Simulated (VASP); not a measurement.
Level of theory: r2SCAN+rVV10, VASP's PBE PAW potentials (set 64) (plane waves; VASP 6.6.1).

VASP input:

**POSCAR**
```
Li
3.3722820
 -0.4999999672   0.4999999672   0.4999999672
  0.4999999672  -0.4999999672   0.4999999672
  0.4999999672   0.4999999672  -0.4999999672
Li
1
Cartesian
  0.0000000000   0.0000000000   0.0000000000
```

KPOINTS:
```
Automatic mesh
0
Gamma
15 15 15
0 0 0
```

### INCAR
```
! general
SYSTEM  =Li
PREC    =Accurate
ENCUT   =520   ! plane-wave cut-off (eV)
LREAL   =F   ! projection in real space or not
LASPH   =T   ! aspherical one-centre terms

! electronic loop
EDIFF   =1E-7   ! SCF stop (eV)
NELM    =100   ! most electronic steps
ALGO    =Normal   ! blocked Davidson
LMIXTAU =T

! smearing
ISMEAR  =1   ! Methfessel-Paxton
SIGMA   =0.1   ! width (eV)

! functional
METAGGA =R2SCAN
LUSE_VDW=T
BPARAM  =11.95
CPARAM  =0.0093

! ions
ISIF    =2

! output
LWAVE   =F
LCHARG  =F
```

POTCAR, in this order: Li_sv (PBE.64 set). Program: vasp_std.

Output of the run:

**OSZICAR**
```
       N       E                     dE             d eps       ncg     rms          rms(c)
DAV:   1     0.246246662679E+00    0.24625E+00   -0.75038E+02  1215   0.439E+02
DAV:   2    -0.245259769046E+01   -0.26988E+01   -0.25778E+01  1745   0.641E+01
DAV:   3    -0.257196079482E+01   -0.11936E+00   -0.11481E+00  1480   0.987E+00
DAV:   4    -0.257618148023E+01   -0.42207E-02   -0.42211E-02  1585   0.155E+00
DAV:   5    -0.257620538858E+01   -0.23908E-04   -0.23909E-04  1555   0.121E-01    0.181E-01
DAV:   6    -0.212827708206E+01    0.44793E+00   -0.17559E-01  1740   0.305E+00    0.318E-01
DAV:   7    -0.225633387405E+01   -0.12806E+00   -0.37565E-02  1440   0.291E+00    0.244E-01
DAV:   8    -0.214602330279E+01    0.11031E+00   -0.47319E-02  1805   0.238E+00    0.488E-02
DAV:   9    -0.229236408905E+01   -0.14634E+00   -0.38326E-02  1370   0.265E+00    0.285E-02
DAV:  10    -0.228826762866E+01    0.40965E-02   -0.10628E-02  1200   0.166E+00    0.575E-02
DAV:  11    -0.228799727747E+01    0.27035E-03   -0.23910E-03  1200   0.701E-01    0.115E-02
DAV:  12    -0.228701436193E+01    0.98292E-03   -0.25410E-04  1210   0.230E-01    0.588E-03
DAV:  13    -0.228702718292E+01   -0.12821E-04   -0.92069E-05  1230   0.163E-01    0.483E-03
DAV:  14    -0.228703114195E+01   -0.39590E-05   -0.33253E-05  1300   0.914E-02    0.826E-04
DAV:  15    -0.228705588231E+01   -0.24740E-04   -0.22382E-06  1255   0.209E-02    0.340E-04
DAV:  16    -0.228704903494E+01    0.68474E-05   -0.38143E-07  1300   0.611E-03    0.355E-04
DAV:  17    -0.228705264157E+01   -0.36066E-05   -0.90012E-09  1385   0.978E-04    0.220E-04
DAV:  18    -0.228705525586E+01   -0.26143E-05   -0.35737E-09   655   0.643E-04    0.794E-05
DAV:  19    -0.228705558879E+01   -0.33294E-06   -0.43288E-09   640   0.102E-03    0.285E-05
DAV:  20    -0.228705537556E+01    0.21323E-06   -0.87158E-10   610   0.315E-04    0.183E-05
DAV:  21    -0.228705533512E+01    0.40444E-07   -0.31868E-10   615   0.184E-04
   1 F= -.22870553E+01 E0= -.22870153E+01  d E =-.120236E-03
```

OUTCAR:
```
------------------------ aborting loop because EDIFF is reached ----------------------------------------
  FORCE on cell =-STRESS in cart. coord.  units (eV):
  Direction    XX          YY          ZZ          XY          YZ          ZX
  --------------------------------------------------------------------------------------
  Total        0.0939806      0.0939806      0.0939806     -0.0000000      0.0000000     -0.0000000
  in kB        7.8524860      7.8524860      7.8524860     -0.0000000      0.0000000     -0.0000000
  external PRESSURE =       7.8524860 kB  Pullay stress =       0.0000000 kB
  volume of cell :       19.18
      direct lattice vectors                 reciprocal lattice vectors
    -1.686140889  1.686140889  1.686140889     0.000000000  0.296535125  0.296535125
     1.686140889 -1.686140889  1.686140889     0.296535125  0.000000000  0.296535125
     1.686140889  1.686140889 -1.686140889     0.296535125  0.296535125  0.000000000
 POSITION                                       TOTAL-FORCE (eV/Angst)
 -----------------------------------------------------------------------------------
      0.00000      0.00000      0.00000         0.000000      0.000000     -0.000000
 -----------------------------------------------------------------------------------
    total drift:                               -0.000000     -0.000000      0.000000
  FREE ENERGIE OF THE ION-ELECTRON SYSTEM (eV)
  ---------------------------------------------------
  free  energy   TOTEN  =        -2.2870553351 eV

  energy  without entropy=       -2.2869350989  energy(sigma->0) =       -2.28701526
```
(Selected blocks of OUTCAR.)

OUTCAR:
```
 val. band max:        0.8508623953   @ k =   0.2000   0.2000   0.1333

 cond. band min:       0.8547388882   @ k =  -0.4000   0.4667   0.0667


 Fermi energy:         0.8510324856

 k-point     1 :       0.0000    0.0000    0.0000
  band No.  band energies     occupation
      1     -47.1412      2.00000
      2      -3.1634      2.00000
      3      17.7456      0.00000
      4      17.7468      0.00000
      5      17.7468      0.00000

 k-point     2 :       0.0667    0.0000    0.0000
  band No.  band energies     occupation
      1     -47.1402      2.00000
      2      -3.0702      2.00000
      3      16.9619      0.00000
      4      17.1805      0.00000
      5      17.5458      0.00000

 k-point     3 :       0.1333    0.0000    0.0000
  band No.  band energies     occupation
      1     -47.1369      2.00000
      2      -2.7891      2.00000
      3      14.8809      0.00000
      4      16.1016      0.00000
      5      16.9937      0.00000

 k-point     4 :       0.2000    0.0000    0.0000
  band No.  band energies     occupation
      1     -47.1324      2.00000
      2      -2.3221      2.00000
      3      12.4019      0.00000
      4      15.0360      0.00000
      5      16.2610      0.00000

 k-point     5 :       0.2667    0.0000    0.0000
  band No.  band energies     occupation
      1     -47.1270      2.00000
      2      -1.6702      2.00000
      3      10.0007      0.00000
      4      14.1347      0.00000
      5      15.5399      0.00000

 k-point     6 :       0.3333    0.0000    0.0000
  band No.  band energies     occupation
      1     -47.1219      2.00000
      2      -0.8484      2.00000
      3       7.8228      0.00000
      4      13.4413      0.00000
      5      14.9436      0.00000

 k-point     7 :       0.4000    0.0000    0.0000
  band No.  band energies     occupation
      1     -47.1180      2.00000
      2       0.0884      2.00000
      3       5.9673      0.00000
...
```

The compound is Li in the bcc structure. This cell is one point of a volume scan, at 0.94 of the reference volume.
